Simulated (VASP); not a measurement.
# CeZn2Ni (P4/mmm) in VASP: relaxation of cell and atoms with PBEsol

Aim: the relaxation of cell and atoms of CeZn2Ni with PBEsol.

Everything below comes from runs of VASP 6.6.1. Logs are shortened: lines on timing, memory, paths and dates and some standing lists are left out, and cuts for length are marked.

**1. The structure**

Symmetry: P4/mmm, No. 123, tetragonal system. The conventional cell has a = 3.864 Å, b = 3.864 Å, c = 4.919 Å, α = 90.00°, β = 90.00°, γ = 90.00°. Ce (site symmetry 4/mmm) has 4 Ni at 2.73 Å and 8 Zn at 3.13 Å as nearest neighbours. Zn (site symmetry mmm) has 4 Zn at 2.73 Å and 4 Ce at 3.13 Å and 4 Ni at 3.13 Å as nearest neighbours. Ni (site symmetry 4/mmm) is surrounded by 4 Ce at 2.73 Å and 8 Zn at 3.13 Å.

The cell comes from a database or a generator and needn't be the stable form of this composition.

**2. Relaxation of cell and atoms, PBEsol, collinear spin, ferromagnetic start**

Contents of INCAR:

```
PREC = Accurate
ENCUT = 600
EDIFF = 1E-7
ISMEAR = -1
SIGMA = 0.05
LREAL = F
LASPH = T
NELM = 150
ALGO = Normal
ISIF = 3
LWAVE = F
LCHARG = F
ISPIN = 2
MAGMOM = 1 0 0 1
LORBIT = 11
LMAXMIX = 6
GGA = PS
IBRION = 2
NSW = 60
EDIFFG = -0.02
```

Contents of KPOINTS:

```
Automatic mesh
0
Gamma
  5 5 5
```

Contents of POSCAR:

```
CeZn2Ni
1.0
    3.8643900000      0.0000000000      0.0000000000
    0.0000000000      3.8643900000      0.0000000000
    0.0000000000      0.0000000000      4.9192680000
Ce Zn Ni
1 2 1
Direct
    0.0000000000      0.0000000000      0.0000000000
    0.0000000000      0.5000000000      0.5000000000
    0.5000000000      0.0000000000      0.5000000000
    0.5000000000      0.5000000000      0.0000000000
```

Potentials or basis: VASP PAW PBE potentials, release 64 (Ce, Zn, Ni).

On the command line:

```console
cat potpaw_PBE.64/Ce/POTCAR potpaw_PBE.64/Zn/POTCAR potpaw_PBE.64/Ni/POTCAR > POTCAR
mpirun -np 1 vasp_std > vasp.out
```

OUTCAR:

```text
PREC = Accurate
   ENCUT = 600
   EDIFF = 1E-7
   ISMEAR = -1
   LREAL = F
   LASPH = T
   NELM = 150
   ISIF = 3
   ISPIN = 2
   LORBIT = 11
   GGA = PS
   IBRION = 2
   NSW = 60
   EDIFFG = -0.02

 ion  position               nearest neighbor table
   1  0.000  0.000  0.000-   4 2.73   4 2.73   4 2.73   4 2.73
   2  0.000  0.500  0.500-   3 2.73   3 2.73   3 2.73   3 2.73
   3  0.500  0.000  0.500-   2 2.73   2 2.73   2 2.73   2 2.73
   4  0.500  0.500  0.000-   1 2.73   1 2.73   1 2.73   1 2.73

  LATTYP: Found a simple tetragonal cell.
 ALAT       =     3.8643900000
 C/A-ratio  =     1.2729740011

  Lattice vectors:

 A1 = (   3.8643900000,   0.0000000000,   0.0000000000)
 A2 = (   0.0000000000,   3.8643900000,   0.0000000000)
 A3 = (   0.0000000000,   0.0000000000,   4.9192680000)

Analysis of symmetry for initial positions (statically):
=====================================================================
 Subroutine PRICEL returns:
 Original cell was already a primitive cell.

 Routine SETGRP: Setting up the symmetry group for a
 simple tetragonal supercell.

 Subroutine GETGRP returns: Found 16 space group operations
 (whereof 16 operations were pure point group operations)
 out of a pool of 16 trial point group operations.

The static configuration has the point symmetry D_4h.

Analysis of symmetry for dynamics (positions and initial velocities):
=====================================================================
 Subroutine PRICEL returns:
 Original cell was already a primitive cell.

 Routine SETGRP: Setting up the symmetry group for a
 simple tetragonal supercell.

 Subroutine GETGRP returns: Found 16 space group operations
 (whereof 16 operations were pure point group operations)
 out of a pool of 16 trial point group operations.

The dynamic configuration has the point symmetry D_4h.

Analysis of structural, dynamic, and magnetic symmetry:
=====================================================================
 Subroutine PRICEL returns:
 Original cell was already a primitive cell.

 Routine SETGRP: Setting up the symmetry group for a
 simple tetragonal supercell.

 Subroutine GETGRP returns: Found 16 space group operations
 (whereof 16 operations were pure point group operations)
 out of a pool of 16 trial point group operations.

The overall configuration has the point symmetry D_4h.

 Subroutine INISYM returns: Found 16 space group operations
 (whereof 16 operations are pure point group operations),
 and found     1 'primitive' translations

----------------------------------------------------------------------------------------

                                     Primitive cell

  volume of cell :      73.4619

  direct lattice vectors                    reciprocal lattice vectors
     3.864390000  0.000000000  0.000000000     0.258773053  0.000000000  0.000000000
     0.000000000  3.864390000  0.000000000     0.000000000  0.258773053  0.000000000
     0.000000000  0.000000000  4.919268000     0.000000000  0.000000000  0.203282277

  length of vectors
     3.864390000  3.864390000  4.919268000     0.258773053  0.258773053  0.203282277

  position of ions in fractional coordinates (direct lattice)
     0.000000000  0.000000000  0.000000000
     0.000000000  0.500000000  0.500000000
     0.500000000  0.000000000  0.500000000
     0.500000000  0.500000000  0.000000000

  ion indices of the primitive-cell ions
   primitive index   ion index
                 1           1
                 2           2
                 3           3
                 4           4

----------------------------------------------------------------------------------------

 KPOINTS: Automatic mesh

Automatic generation of k-mesh.
 Grid dimensions read from file:
 generate k-points for:    5    5    5

 Generating k-lattice:

  Cartesian coordinates                     Fractional coordinates (reciprocal lattice)
     0.051754611  0.000000000  0.000000000     0.200000000  0.000000000  0.000000000
     0.000000000  0.051754611  0.000000000     0.000000000  0.200000000  0.000000000
     0.000000000  0.000000000  0.040656455     0.000000000  0.000000000  0.200000000

  Length of vectors
     0.051754611  0.051754611  0.040656455

  Shift w.r.t. Gamma in fractional coordinates (k-lattice)
     0.000000000  0.000000000  0.000000000

 Subroutine IBZKPT returns following result:
 ===========================================

 Found     18 irreducible k-points:

 Following reciprocal coordinates:
            Coordinates               Weight
  0.000000  0.000000  0.000000      1.000000
  0.200000  0.000000  0.000000      4.000000
  0.400000  0.000000  0.000000      4.000000
  0.200000  0.200000  0.000000      4.000000
  0.400000  0.200000  0.000000      8.000000
  0.400000  0.400000  0.000000      4.000000
[... 10 lines left out ...]
  0.400000  0.200000  0.400000     16.000000
  0.400000  0.400000  0.400000      8.000000
   k-points           NKPTS =     18   k-points in BZ     NKDIM =     18   number of bands    NBANDS=     28
   number of dos      NEDOS =    301   number of ions     NIONS =      4
   total plane-waves  NPLWV =  40960
   dimension x,y,z NGX =    32 NGY =   32 NGZ =   40
   dimension x,y,z NGXF=    64 NGYF=   64 NGZF=   80
   ions per type =               1   2   1
   NGX,Y,Z   is equivalent  to a cutoff of  13.77, 13.77, 13.52 a.u.
   NGXF,Y,Z  is equivalent  to a cutoff of  27.53, 27.53, 27.04 a.u.
 SYSTEM =  unknown system
   PREC   = accura    normal or accurate (medium, high low for compatibility)
   ISTART =      0    job   : 0-new  1-cont  2-samecut
   ICHARG =      2    charge: 1-file 2-atom 10-const
   ISPIN  =      2    spin polarized calculation?
   LNONCOLLINEAR =      F non collinear calculations
   LSORBIT =      F    spin-orbit coupling
   LASPH  =      T    aspherical Exc in radial PAW
   ENCUT  =  600.0 eV  44.10 Ry    6.64 a.u.   7.72  7.72  9.83*2*pi/ulx,y,z
   NELM   =    150;   NELMIN=  2; NELMDL= -5     # of ELM steps
   EDIFF  = 0.1E-06   stopping-criterion for ELM
   LREAL  =      F    real-space projection
   EDIFFG = -.2E-01   stopping-criterion for IOM
   NSW    =     60    number of steps for IOM
   IBRION =      2    ionic relax: 0-MD 1-quasi-New 2-CG
   NFREE  =      1    steps in history (QN), initial steepest desc. (CG)
   ISIF   =      3    stress and relaxation
   ISYM   =      2    0-nonsym 1-usesym 2-fastsym
   POTIM  = 0.5000    time-step for ionic-motion
   TEBEG  =    0.0;   TEEND  =   0.0 temperature during run
   PSTRESS=    0.0 pullay stress
   NELECT =      46.0000    total number of electrons
   NUPDOWN=      -1.0000    fix difference up-down
   EMIN   =  10.00;   EMAX   =-10.00  energy-range for DOS
   EFERMI =   0.00;   METHOD = LEGACY
   ISMEAR =    -1;   SIGMA  =   0.05  broadening in eV -4-tet -1-fermi 0-gaus
   EFERMI_NEDOS =   21; number of points for ismear=-14 and -15
   IALGO  =     38    algorithm
   IMIX   =      4    mixing-type and parameters
     AMIX     =   0.40;   BMIX     =  1.00
     AMIX_MAG =   1.60;   BMIX_MAG =  1.00
  volume/ion in A,a.u.               =      18.37       123.94
  Fermi-wavevector in a.u.,A,eV,Ry     =   1.400576  2.646705 26.689363  1.961613
  Thomas-Fermi vector in A             =   2.523523
   LORBIT       =     11    0 simple, 1 ext, 2 COOP (PROOUT), +10 PAW based schemes
   GGA     = PS    functional components
   LHFCALC =     F    Hartree Fock is set to
   AEXX    =    0.0000 exact exchange contribution
   IVDW    =     0    specifies the selected vdW correction
   LEPSILON=     F    determine dielectric tensor
   LRPA    =     F    only Hartree local field effects (RPA)
 conjugate gradient relaxation of ions
 spin polarized calculation
  energy-cutoff  :      600.00
  volume of cell :       73.46
 maximum number of plane-waves:      2467
 NGX is ok and might be reduce to    32
   NGX = 15   NGY = 15   NGZ = 19

--------------------------------------- Ionic step        1  -------------------------------------------

 number of electron      45.9999993 magnetization      -0.0129559

 number of electron      45.9999992 magnetization       0.0189970

 Free energy of the ion-electron system (eV)
  ---------------------------------------------------
  ext. energy  EPLUGINS =         0.00000000
  ---------------------------------------------------
  free energy    TOTEN  =       -16.08933254 eV

  energy without entropy =      -16.04166874  energy(sigma->0) =      -16.06550064

------------------------ aborting loop because EDIFF is reached ----------------------------------------

  FORCE on cell =-STRESS in cart. coord.  units (eV):
  Direction    XX          YY          ZZ          XY          YZ          ZX
  --------------------------------------------------------------------------------------
  -------------------------------------------------------------------------------------
  Total       -1.9497423     -1.9497423     -1.6157831      0.0000000      0.0000000      0.0000000
  in kB      -42.5231491    -42.5231491    -35.2396246      0.0000000      0.0000000      0.0000000
  external PRESSURE =     -40.0953076 kB  Pullay stress =       0.0000000 kB
[... 65 lines left out ...]
--------------------------------------- Ionic step        3  -------------------------------------------

 number of electron      45.9999999 magnetization       0.0002269

 number of electron      45.9999999 magnetization      -0.0005473

 Free energy of the ion-electron system (eV)
  ---------------------------------------------------
  ext. energy  EPLUGINS =         0.00000000
  ---------------------------------------------------
  free energy    TOTEN  =       -16.13746768 eV

  energy without entropy =      -16.09347828  energy(sigma->0) =      -16.11547298

 E-fermi :   5.9350     XC(G=0): -11.7110

 val. band max:        5.9241265290   @ k =   0.4000   0.2000   0.0000
 cond. band min:       5.9721726119   @ k =   0.4000   0.4000   0.0000
 fundamental gap:      0.0480460829
 Fermi energy:         5.9349775535

 spin component 1

 k-point     1 :       0.0000    0.0000    0.0000
  band No.  band energies     occupation
      1     -28.4819      1.00000
      2     -11.3771      1.00000
      3     -11.0636      1.00000
      4     -11.0636      1.00000
      5      -2.1791      1.00000
      6      -1.6247      1.00000
[... 547 lines left out ...]
     27       6.3487      0.00025
     28       6.3674      0.00018
 Fermi energy:         5.9349775535

 spin component 2

 k-point     1 :       0.0000    0.0000    0.0000
  band No.  band energies     occupation
      1     -28.4821      1.00000
      2     -11.3773      1.00000
      3     -11.0638      1.00000
      4     -11.0638      1.00000
      5      -2.1791      1.00000
      6      -1.6247      1.00000
[... 578 lines left out ...]
  FREE ENERGIE OF THE ION-ELECTRON SYSTEM (eV)
  ---------------------------------------------------
  free  energy   TOTEN  =       -16.1374676794 eV

  energy  without entropy=      -16.0934782772  energy(sigma->0) =      -16.11547298

 reached required accuracy - stopping structural energy minimisation

 total charge

# of ion       s       p       d       f       tot
--------------------------------------------------
    1        2.062   5.642   1.138   0.965   9.808
    2        0.683   0.381   9.719   0.000  10.783
    3        0.683   0.381   9.719   0.000  10.783
    4        0.582   0.289   8.370   0.000   9.241
--------------------------------------------------
tot          4.009   6.694  28.946   0.965  40.615

 magnetization (x)

# of ion       s       p       d       f       tot
--------------------------------------------------
    1       -0.000  -0.000  -0.000  -0.000  -0.000
    2        0.000  -0.000  -0.000   0.000  -0.000
    3        0.000  -0.000  -0.000   0.000  -0.000
    4       -0.000  -0.000   0.000   0.000   0.000
--------------------------------------------------
tot          0.000  -0.000   0.000  -0.000  -0.000
```

Wall time 3.2 min (1 thread of Intel Xeon 6975P-C (Granite Rapids), shared host); peak memory 0.3 GiB.

Results:

```
Free energy                                           : -16.1375 eV
Relaxed volume                                        : 17.45 Å³/atom
Relaxed cell                                          : a = 3.795 Å, b = 3.795 Å, c = 4.846 Å, α = 90.00°, β = 90.00°, γ = 90.00°
Space group after relaxing (to 0.05 Å)                : P4/mmm (No. 123)
Energy gained by relaxing                             : 12.0 meV/atom
Ionic steps                                           : 3
Pressure after relaxing                               : 0.0 GPa
Band gap on the k mesh                                : none (metal or under the smearing width)
Net moment                                            : 0.00 μB per cell
Valence electrons inside the program's atomic spheres : Ce 9.81; Zn 10.78; Ni 9.24
```

The path:
```tsv
step	energy change (eV)	largest force (eV/Å)	pressure (GPa)	volume (Å³)
1	0.0000	0.0000	-4.01	73.46
2	-0.0433	0.0000	1.41	68.68
3	-0.0481	0.0000	0.03	69.78
```

Final structure:
```
CELL_PARAMETERS angstrom
3.79479 0.00000 0.00000
0.00000 3.79479 0.00000
0.00000 0.00000 4.84584
ATOMIC_POSITIONS crystal
Ce 0.00000 0.00000 0.00000
Zn 0.00000 0.50000 0.50000
Zn 0.50000 0.00000 0.50000
Ni 0.50000 0.50000 0.00000
```

Caveat: the magnetic or orbital state may not be the lowest; the PAW data sets were made with another functional, which shifts forces and pressure a little; spin-orbit coupling is left out, which moves the levels of the heavy elements; without U or exact exchange the open f shell lies at the Fermi level, which spoils levels, moments and volumes.

**3. The reference run**

An earlier run on the cell as given: functional PBE; potentials or basis VASP PAW PBE potentials, release 64 (Ce, Zn, Ni); cutoff 520 eV; k mesh 7 × 7 × 6; occupations fermi-dirac, width 0.05 eV; collinear spin, ferromagnetic start; starting moments [1.0, 0.0, 0.0, 1.0] μB.

* Pressure: 0.6 GPa
* Band gap on the k mesh: none (metal or under the smearing width)
* Net moment: 0.00 μB per cell
* Valence electrons inside the program's atomic spheres: Ce 9.77; Zn 10.74; Ni 9.19
